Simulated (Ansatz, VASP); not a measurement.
This is a calculation of Na2Sb for VASP 6.6.1.

File INCAR:

```
SYSTEM = Na2Sb
PREC     = Accurate       ! precision mode
ENCUT    = 520            ! plane-wave cutoff, eV
EDIFF    = 1E-6           ! SCF threshold, eV
ISMEAR   = -1             ! smearing method
SIGMA    = 0.05           ! smearing width, eV
LREAL    = .FALSE.        ! projectors in reciprocal space
LASPH    = .TRUE.         ! aspherical terms in the spheres
NELM     = 100            ! most SCF steps
ALGO     = Fast           ! electronic algorithm
ISIF     = 2              ! what is computed and relaxed
LWAVE    = .FALSE.        ! write WAVECAR
LCHARG   = .FALSE.        ! write CHGCAR
GGA      = PE             ! functional
NBANDS   = 16             ! bands
```

KPOINTS

```
Automatic mesh
0
G
  8 8 6
  0 0 0
```

The input POSCAR:

```
Na2Sb
1.0
    3.2643790259      0.0000000000      0.0000000000
    0.0000000000      3.2643790259      0.0000000000
    0.0000000000      0.0000000000      4.6108670677
Na Sb
2 1
Direct
    0.5000000000      0.0000000000      0.5000000000
    0.0000000000      0.5000000000      0.5000000000
    0.0000000000      0.0000000000      0.0000000000
```

Potentials or basis: VASP PAW PBE potentials, release 64 (Na_pv, Sb).

The run is started by

```sh
$ cat potpaw_PBE.64/Na_pv/POTCAR potpaw_PBE.64/Sb/POTCAR > POTCAR
$ mpirun -np 1 vasp_std > vasp.out
```

Set up the same calculation for Ansatz 0.2.0. Potentials there: all-electron LAPW, scalar-relativistic.

As run (the cutoff follows the program's own potentials):

The input input.yaml:

```yaml
crystal:
  lattice:
    - [3.2643790259, 0.0, 0.0]
    - [0.0, 3.2643790259, 0.0]
    - [0.0, 0.0, 4.6108670677]
  atoms:
    - { symbol: Na, position: [0.5, 0.0, 0.5] }
    - { symbol: Na, position: [0.0, 0.5, 0.5] }
    - { symbol: Sb, position: [0.0, 0.0, 0.0] }
kpoints:
  mp_grid: { grid: [8, 8, 6] }
scf:
  occupations: { method: fermi_dirac, width: 0.05 }
hamiltonian:
  xc: pbe
  pseudopotentials: { kind: all_electron, lapw: { basis_error: 0.001 } }
output:
  forces: true
  stress: true
  eigenvalues: true
```

Potentials or basis: all-electron LAPW, scalar-relativistic.

Command:

```sh
$ ansatz run input.yaml --threads 2 --pin off --max-ram 6144MiB --backend cpu --events-out ev --progress --plain --runs-dir out
```

Both were run:

|  | VASP | Ansatz | Ansatz less VASP |
| --- | --- | --- | --- |
| gap on the k mesh at the Fermi level (eV) | none | none | - |
| pressure (GPa) | 38.7 | 38.3 | -0.39 |
| largest component of the traceless stress (GPa) | 7.06 | 7.28 | +0.223 |

A gap of «none» marks a metal or a gap that the smearing closes. Ansatz ran all-electron here, so the differences hold the error of VASP's frozen core and of both bases.

Caveats: so large a pressure means that the cell lies far from this level's equilibrium, or that cutoff or potentials fall short (VASP). Spin-orbit coupling is left out, which matters for the levels of Sb.
